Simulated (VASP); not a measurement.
# A VASP study of P2W (rev-vdW-DF2): structure first, properties next, part 6 of 6

What structure and properties does rev-vdW-DF2 give P2W, and how near are they to the measured ones? The start is a cell from a database of measured crystal structures.

VASP 6.6.1; rev-vdW-DF2; plane waves and PAW (P, W).

So far. Step 7 (Zone-centre phonons (rev-vdW-DF2)): The three acoustic modes come out at zero, and all others are real. By the characters of their eigenvectors the optical modes sort into (cm⁻¹) Raman active: Ag 138, Bg 138, Ag 210, Ag 266, Bg 273, Bg 293, Ag 374, Ag 405, Ag 481; infrared active: Bu 238, Au 263, Bu 284, Au 297, Bu 373, Bu 384. With a centre of inversion no mode is active in both.

**10. Relaxing the atoms (rev-vdW-DF2), changed input**

With the cell held (ISIF = 2), the atoms move to where the forces vanish. Some settings are moved from the usual, to see what they do.

Input file INCAR:

```
SYSTEM = P2W
PREC = Accurate
ENCUT = 350
EDIFF = 1E-06
NELM = 100
ISMEAR = 0
SIGMA = 0.05
LREAL = .FALSE.
ALGO = Normal
GGA = MK
AGGAC = 0
LUSE_VDW = .TRUE.
PARAM1 = 0.1234
PARAM2 = 0.711357
ZAB_VDW = -1.8867
LASPH = .TRUE.
NBANDS = 22
LORBIT = 11
LWAVE = .FALSE.
LCHARG = .FALSE.
KPAR = 4
IBRION = 2
NSW = 60
ISIF = 2
EDIFFG = -0.01
KSPACING = 0.2
ISYM = 1
```

Input file POSCAR:

```
P2W
1.0
    0.0000000000     -3.1817904227      0.0000000000
   -4.2648654611      1.5908952114     -0.0023169121
   -0.5942634522      1.5908952114     -6.5268136071
P W
4 2
Direct
    0.8620029659      0.7490643294      0.9749416024
    0.1379970341      0.2509356706      0.0250583976
    0.4005650710      0.1989252769      0.6022048652
    0.5994349290      0.8010747231      0.3977951348
    0.1580616582      0.6096052188      0.7065180975
    0.8419383418      0.3903947812      0.2934819025
```

The projector-augmented-wave data sets are P and W (PBE family, release 64).

On the command line:

```console
$ mpirun -np 4 vasp_std
```

What it wrote:

```text
[banner, memory and clock lines left out]
running    4 mpi-ranks, on    1 nodes
 distrk:  each k-point on    1 cores,    4 groups
 distr:  one band on    1 cores,    1 groups

 POSCAR found type information on POSCAR P W
 POSCAR found :  2 types and       6 ions
 [... a notice as in an earlier step ...]

 [... a notice as in an earlier step ...]

 LDA part: xc-table for (Slater+PW92), standard interpolation
|                                                                             |
|           W    W    AA    RRRRR   N    N  II  N    N   GGGG   !!!           |
|           W    W   A  A   R    R  NN   N  II  NN   N  G    G  !!!           |
|           W    W  A    A  R    R  N N  N  II  N N  N  G       !!!           |
|           W WW W  AAAAAA  RRRRR   N  N N  II  N  N N  G  GGG   !            |
|           WW  WW  A    A  R   R   N   NN  II  N   NN  G    G                |
|           W    W  A    A  R    R  N    N  II  N    N   GGGG   !!!           |
|                                                                             |
|     Your reciprocal lattice and k-lattice belong to different lattice       |
|     classes:                                                                |
|                                                                             |
|        The reciprocal lattice is base-centered monoclinic,                  |
|        whereas your k-lattice is triclinic.                                 |
|                                                                             |
|     Results are often still useful ...                                      |
|                                                                             |

 INCAR ok, starting setup
 POSCAR ok, starting setup
 FFT: planning ... GRIDC
 FFT: planning ... GRID_SOFT
 FFT: planning ... GRID
 WAVECAR not read
 entering main loop
       N       E                     dE             d eps       ncg     rms          rms(c)
DAV:   1     0.866167200870E+02    0.86617E+02   -0.10919E+04  9724   0.934E+02
DAV:   2    -0.364274563332E+02   -0.12304E+03   -0.11601E+03 12854   0.214E+02
DAV:   3    -0.432903094599E+02   -0.68629E+01   -0.66089E+01 13362   0.466E+01
DAV:   4    -0.434470205501E+02   -0.15671E+00   -0.15502E+00 13344   0.737E+00
DAV:   5    -0.434506143674E+02   -0.35938E-02   -0.35895E-02 13356   0.973E-01    0.368E+01
DAV:   6    -0.420162998003E+02    0.14343E+01   -0.80591E+00 15138   0.136E+01    0.150E+01
DAV:   7    -0.418071566536E+02    0.20914E+00   -0.22579E+00 13602   0.855E+00    0.101E+01
DAV:   8    -0.416760531214E+02    0.13110E+00   -0.39042E-01 13966   0.401E+00    0.490E-01
DAV:   9    -0.416755652053E+02    0.48792E-03   -0.33032E-02 13014   0.104E+00    0.399E-01
DAV:  10    -0.416754434276E+02    0.12178E-03   -0.21168E-03 12230   0.283E-01    0.228E-01
DAV:  11    -0.416754304793E+02    0.12948E-04   -0.36395E-04 12604   0.107E-01    0.803E-02
DAV:  12    -0.416754463899E+02   -0.15911E-04   -0.77309E-05 13034   0.491E-02    0.177E-02
DAV:  13    -0.416754454815E+02    0.90832E-06   -0.44873E-06 12258   0.139E-02
   1 F= -.41675445E+02 E0= -.41674542E+02  d E =-.416754E+02
 curvature:   0.00 expect dE= 0.000E+00 dE for cont linesearch  0.000E+00
 trial: gam= 0.00000 g(F)=  0.816E-04 g(S)=  0.000E+00 ort = 0.000E+00 (trialstep = 0.100E+01)
 search vector abs. value=  0.816E-04
 bond charge predicted
       N       E                     dE             d eps       ncg     rms          rms(c)
DAV:   1    -0.416754836604E+02   -0.37271E-04   -0.47860E-03 10438   0.349E-01    0.237E-02
DAV:   2    -0.416754944435E+02   -0.10783E-04   -0.13787E-04 12988   0.736E-02    0.100E-02
DAV:   3    -0.416754939214E+02    0.52214E-06   -0.47461E-06 12378   0.129E-02
   2 F= -.41675494E+02 E0= -.41674590E+02  d E =-.484398E-04
[...]
3 F= -.41675495E+02 E0= -.41674591E+02  d E =-.499145E-04
 curvature:  -0.63 expect dE=-0.215E-04 dE for cont linesearch -0.701E-07
 trial: gam= 0.45412 g(F)=  0.341E-04 g(S)=  0.000E+00 ort =-0.301E-05 (trialstep = 0.105E+01)
 search vector abs. value=  0.482E-04
 bond charge predicted
       N       E                     dE             d eps       ncg     rms          rms(c)
DAV:   1    -0.416755091877E+02   -0.14286E-04   -0.24008E-03 10090   0.252E-01    0.177E-02
DAV:   2    -0.416755150933E+02   -0.59056E-05   -0.76352E-05 12978   0.556E-02    0.873E-03
DAV:   3    -0.416755147590E+02    0.33429E-06   -0.21451E-06 10120   0.938E-03
   4 F= -.41675515E+02 E0= -.41674612E+02  d E =-.193629E-04
 trial-energy change:   -0.000019  1 .order   -0.000020   -0.000034   -0.000005
 step:   1.2213(harm=  1.2213)  dis= 0.00101  next Energy=   -41.675515 (dE=-0.200E-04)
 reached required accuracy - stopping structural energy minimisation
```

It took 3 min on 4 MPI ranks of AMD EPYC 7R43, shared host; peak memory 1.9 GiB.

Parts of OUTCAR (step 10):

```text
   k-points           NKPTS =    221   k-points in BZ     NKDIM =    221   number of bands    NBANDS=     22

   ENCUT  =  350.0 eV  25.72 Ry    5.07 a.u.   4.85  6.94 10.29*2*pi/ulx,y,z

   NELECT =      32.0000    total number of electrons

 E-fermi :   9.2467

 k-point     1 :       0.0000    0.0000    0.0000
  band No.  band energies     occupation
    ...
     12       6.2847      2.00000
     13       6.9563      2.00000
     14       7.1145      2.00000
     15       7.5131      2.00000
     16       8.9402      2.00000
     17       9.7136      0.00000
     18      10.2510      0.00000
     19      11.0584      0.00000
     20      12.1786      0.00000
     21      12.8414      0.00000
    ...

Total vdW correction in eV:      3.2427316

  Total       -0.0729784     -0.1059275     -0.1229729      0.0000000      0.0000000      0.0531095
  in kB       -1.3202255     -1.9162965     -2.2246588      0.0000000      0.0000000      0.9607841
  external PRESSURE =      -1.8203936 kB  Pullay stress =       0.0000000 kB

 POSITION                                       TOTAL-FORCE (eV/Angst)
 -----------------------------------------------------------------------------------
     -3.77351      0.00000     -6.36524        -0.007067      0.000000      0.002835
     -1.08562      0.00000     -0.16389         0.007067     -0.000000     -0.002835
     -1.20492      0.00000     -3.92899        -0.001091     -0.000000      0.002784
     -3.65421     -0.00000     -2.60015         0.001091      0.000000     -0.002784
     -3.01917      1.59090     -4.61213         0.003615     -0.000000     -0.001272
     -1.83996     -1.59090     -1.91700        -0.003615      0.000000      0.001272
 -----------------------------------------------------------------------------------
    total drift:                                0.000000     -0.000000     -0.000000

  FREE ENERGIE OF THE ION-ELECTRON SYSTEM (eV)
  ---------------------------------------------------
  free  energy   TOTEN  =       -41.6755147590 eV

  energy  without entropy=      -41.6737100874  energy(sigma->0) =      -41.67461242

Total vdW correction in eV:      3.2427369

[... 4 parts as in an earlier step ...]

[... 12 further parts left out ...]
```

CONTCAR:

```
P2W
   1.00000000000000
     0.0000000000000000   -3.1817904226999998    0.0000000000000000
    -4.2648654611000003    1.5908952113999999   -0.0023169121000000
    -0.5942634522000000    1.5908952113999999   -6.5268136071000002
  P               W
     4     2
Direct
     0.8619577046702854    0.7489367971565370    0.9749786121840411
     0.1380422953297145    0.2510632028434629    0.0250213878159590
     0.4002789968706484    0.1986525025087865    0.6019054913325048
     0.5997210031293516    0.8013474974912134    0.3980945086674951
     0.1579554936263587    0.6094833174323325    0.7064276697203902
     0.8420445063736414    0.3905166825676675    0.2935723302796098
```

Hardly anything moved in the relaxation; the energy changed by under 0.2 meV an atom.

Numbers from this step:

```
bands                           : 22
irreducible k-points            : 221
energy at zero smearing         : -41.67 eV
Fermi energy                    : 9.247 eV
pressure                        : -0.1820 GPa
SCF cycles over all ionic steps : 21
```

It ends with a largest force of 0.008 eV/Å.

**11. Relaxing the atoms (rev-vdW-DF2), changed input, try 2**

This run is made with a changed input; what comes of it follows.

Changes to INCAR since step 10:

```diff
@@ -1,6 +1,6 @@
 SYSTEM = P2W
-PREC = Accurate
-ENCUT = 350
+PREC = Normal
+ENCUT = 180
 EDIFF = 1E-06
-NELM = 100
+NELM = 67
 ISMEAR = 0
@@ -22,6 +22,4 @@
 IBRION = 2
-NSW = 60
+NSW = 30
 ISIF = 2
 EDIFFG = -0.01
-KSPACING = 0.2
-ISYM = 1
```

POSCAR is that of step 10.

Input file KPOINTS:

```
Automatic mesh
0
Gamma
8 8 8
0 0 0
```

On the command line:

```console
$ mpirun -np 4 vasp_std
```

What it wrote:

```text
[... set-up lines as in an earlier step ...]
 entering main loop
       N       E                     dE             d eps       ncg     rms          rms(c)
DAV:   1     0.374009017539E+02    0.37401E+02   -0.70124E+03  6630   0.530E+02
DAV:   2    -0.402116021673E+02   -0.77613E+02   -0.73331E+02  9198   0.128E+02
DAV:   3    -0.431951690439E+02   -0.29836E+01   -0.28950E+01  8680   0.254E+01
DAV:   4    -0.432456167097E+02   -0.50448E-01   -0.50226E-01  8806   0.336E+00
DAV:   5    -0.432467610643E+02   -0.11444E-02   -0.11436E-02  8848   0.371E-01    0.339E+01
DAV:   6    -0.417154177838E+02    0.15313E+01   -0.81927E+00  8302   0.120E+01    0.147E+01
DAV:   7    -0.414752207818E+02    0.24020E+00   -0.21159E+00  8108   0.712E+00    0.821E+00
DAV:   8    -0.413457990262E+02    0.12942E+00   -0.35246E-01  8420   0.318E+00    0.754E-01
DAV:   9    -0.413466821465E+02   -0.88312E-03   -0.38751E-02  9148   0.100E+00    0.367E-01
DAV:  10    -0.413463464783E+02    0.33567E-03   -0.17270E-03  8250   0.216E-01    0.205E-01
DAV:  11    -0.413463710407E+02   -0.24562E-04   -0.32658E-04  8556   0.954E-02    0.436E-02
DAV:  12    -0.413463763478E+02   -0.53071E-05   -0.45013E-05  8602   0.340E-02    0.207E-02
DAV:  13    -0.413463764039E+02   -0.56119E-07   -0.24420E-06  6018   0.922E-03
   1 F= -.41346376E+02 E0= -.41345499E+02  d E =-.413464E+02
 curvature:   0.00 expect dE= 0.000E+00 dE for cont linesearch  0.000E+00
 trial: gam= 0.00000 g(F)=  0.498E-02 g(S)=  0.000E+00 ort = 0.000E+00 (trialstep = 0.100E+01)
 search vector abs. value=  0.498E-02
 bond charge predicted
       N       E                     dE             d eps       ncg     rms          rms(c)
DAV:   1    -0.413484254666E+02   -0.20491E-02   -0.39636E-01  6618   0.307E+00    0.264E-01
DAV:   2    -0.413490179121E+02   -0.59245E-03   -0.81655E-03  9186   0.475E-01    0.759E-02
DAV:   3    -0.413489636900E+02    0.54222E-04   -0.22932E-04  8426   0.771E-02    0.490E-02
DAV:   4    -0.413489394899E+02    0.24200E-04   -0.47676E-05  8392   0.373E-02    0.193E-02
DAV:   5    -0.413489388719E+02    0.61796E-06   -0.69840E-06  8102   0.143E-02
   2 F= -.41348939E+02 E0= -.41348139E+02  d E =-.256247E-02
[...]
3 F= -.41348941E+02 E0= -.41348143E+02  d E =-.256410E-02
[...]
4 F= -.41349958E+02 E0= -.41349156E+02  d E =-.101772E-02
[...]
5 F= -.41350031E+02 E0= -.41349227E+02  d E =-.109002E-02
 curvature:  -0.90 expect dE=-0.342E-03 dE for cont linesearch -0.126E-08
 trial: gam= 0.23517 g(F)=  0.381E-03 g(S)=  0.000E+00 ort =-0.173E-05 (trialstep = 0.108E+01)
 search vector abs. value=  0.498E-03
 bond charge predicted
       N       E                     dE             d eps       ncg     rms          rms(c)
DAV:   1    -0.413501517306E+02   -0.12029E-03   -0.23475E-02  6702   0.779E-01    0.103E-01
DAV:   2    -0.413502211165E+02   -0.69386E-04   -0.88680E-04  8906   0.152E-01    0.268E-02
DAV:   3    -0.413502167001E+02    0.44164E-05   -0.20515E-05  8210   0.248E-02    0.166E-02
DAV:   4    -0.413502154786E+02    0.12215E-05   -0.65244E-06  8374   0.137E-02    0.487E-03
DAV:   5    -0.413502155740E+02   -0.95457E-07   -0.10902E-06  6098   0.514E-03
   6 F= -.41350216E+02 E0= -.41349435E+02  d E =-.185048E-03
 trial-energy change:   -0.000185  1 .order   -0.000185   -0.000409    0.000039
 step:   0.9823(harm=  0.9823)  dis= 0.00219  next Energy=   -41.350217 (dE=-0.187E-03)
 reached required accuracy - stopping structural energy minimisation
```

It took 51 s on 4 MPI ranks; peak memory 0.84 GiB; 3.2 min of CPU time.

From OUTCAR (step 11):

```text
   ENCUT  =  180.0 eV  13.23 Ry    3.64 a.u.   3.48  4.98  7.38*2*pi/ulx,y,z

   NELECT =      32.0000    total number of electrons

 E-fermi :   9.3325

 k-point     1 :       0.0000    0.0000    0.0000
  band No.  band energies     occupation
    ...
     12       6.3762      2.00000
     13       6.9659      2.00000
     14       7.1611      2.00000
     15       7.6271      2.00000
     16       9.0471      2.00000
     17       9.7853      0.00000
     18      10.2898      0.00000
     19      11.1003      0.00000
     20      12.3148      0.00000
     21      12.8521      0.00000
    ...

Total vdW correction in eV:      3.2349537

  Total       -4.7971180     -4.8121277     -5.3209737      0.0000000      0.0000000      0.1328860
  in kB      -86.7829374    -87.0544733    -96.2598232      0.0000000      0.0000000      2.4039935
  external PRESSURE =     -90.0324113 kB  Pullay stress =       0.0000000 kB

 POSITION                                       TOTAL-FORCE (eV/Angst)
 -----------------------------------------------------------------------------------
     -3.77367      0.00000     -6.36275        -0.002679      0.000000     -0.003477
     -1.08546      0.00000     -0.16638         0.002679     -0.000000      0.003477
     -1.20931      0.00000     -3.94992        -0.007702      0.000000      0.001291
     -3.64981     -0.00000     -2.57921         0.007702     -0.000000     -0.001291
     -3.01748      1.59090     -4.61685         0.002382     -0.000000      0.000308
     -1.84165     -1.59090     -1.91228        -0.002382      0.000000     -0.000308
 -----------------------------------------------------------------------------------
    total drift:                               -0.000000      0.000000      0.000000

  FREE ENERGIE OF THE ION-ELECTRON SYSTEM (eV)
  ---------------------------------------------------
  free  energy   TOTEN  =       -41.3502155740 eV

  energy  without entropy=      -41.3486552911  energy(sigma->0) =      -41.34943543

Total vdW correction in eV:      3.2349524

[... 6 parts as in an earlier step ...]

[... 11 further parts left out ...]
```

CONTCAR:

```
P2W
   1.00000000000000
     0.0000000000000000   -3.1817904226999998    0.0000000000000000
    -4.2648654611000003    1.5908952113999999   -0.0023169121000000
    -0.5942634522000000    1.5908952113999999   -6.5268136071000002
  P               W
     4     2
Direct
     0.8618120294167043    0.7490269564992337    0.9745971023341818
     0.1381879705832958    0.2509730435007663    0.0254028976658182
     0.4021750260776176    0.1992368388137834    0.6051132134414464
     0.5978249739223824    0.8007631611862165    0.3948867865585536
     0.1580690700773808    0.6089870428693478    0.7071510971854191
     0.8419309299226191    0.3910129571306524    0.2928489028145806
```

The run converged, but on settings that are not sound, so its numbers are not to be trusted.

The fault in the input: cutoff too low (ENCUT = 180 and PREC = "Normal"). Raise ENCUT.

**12. Results**

```json
{
  "relaxed volume": "14.76 Å³/atom",
  "relaxed conventional cell a, b, c": "8.530, 3.182, 7.486 Å; angles 90.0, 119.3, 90.0°",
  "space group after relaxing, within 0.02 Å": "C2/m (No. 12)",
  "band gap": "none, a metal",
  "DOS at the Fermi level": "1.44 states/eV/cell",
  "highest zone-centre mode": "481 cm⁻¹",
  "largest field gradient Vzz": "144.81 V/Å² on W5"
}
```

With rev-vdW-DF2, P2W relaxes to 14.76 Å³/atom in space group C2/m (held by the symmetry of the run) and comes out as a metal. Against the listed cell the volume lies +1.1 % (a +0.3 %, b +0.4 %, c +0.3 %). Bands along the symmetry lines (rev-vdW-DF2): Of the bands kept, 2 cross the Fermi level on this path. Zone-centre phonons (rev-vdW-DF2): The highest mode in this list at Γ, 481.3 cm⁻¹, is mostly motion of P (99 % of the kinetic energy). Spin-orbit coupling is left out, and with elements this heavy it would split and shift bands near the Fermi level. Modes at Γ alone can't show that the crystal is stable at other wave vectors. No search among competing phases was made, and a listed structure need not be the one stable at ambient conditions. All values are for a static lattice at zero temperature.

Computed beside measured:

| quantity | measured | rev-vdW-DF2 |
| --- | --- | --- |
| lattice constant a (Å) | 8.49 | 8.530 (+0.5 %) |
| lattice constant b (Å) | 3.1615 | 3.182 (+0.6 %) |
| lattice constant c (Å) | 7.456 | 7.486 (+0.4 %) |

Measured values from arxiv:1804.03879 (2018).

Verdict: The lattice constant a is off by +0.5 %: good agreement. The lattice constant b is off by +0.6 %: good agreement. The lattice constant c is off by +0.4 %: good agreement. The grades are ours: good and fair within 0.7 and 1.5 % for the lattice constant a, 0.7 and 1.5 % for the lattice constant b and 0.8 and 2 % for the lattice constant c. For lattice constants the calculation has a static lattice, without zero-point motion or thermal expansion. As a rule both would widen the computed cell, so the excess over experiment is if anything larger than shown.

[Lines on the potential files, build, host, timing and source positions are cut from VASP's logs without a mark.]

[Logs are printed without paths, hosts, clocks, repeated set-up lines and the standing remarks that a program may print on its own settings, such as how far it seeks lower states.]

[Hosts, paths, dates, database ids (printed as entryN), source tags and the programs' standing remarks are cut or masked in the printed files.]

[A measured line is paired with the nearest computed mode of its activity, which favours agreement.]

[In band tables of VASP the shares of atoms and orbitals are scaled to a sum of 1 inside the atoms' spheres.]
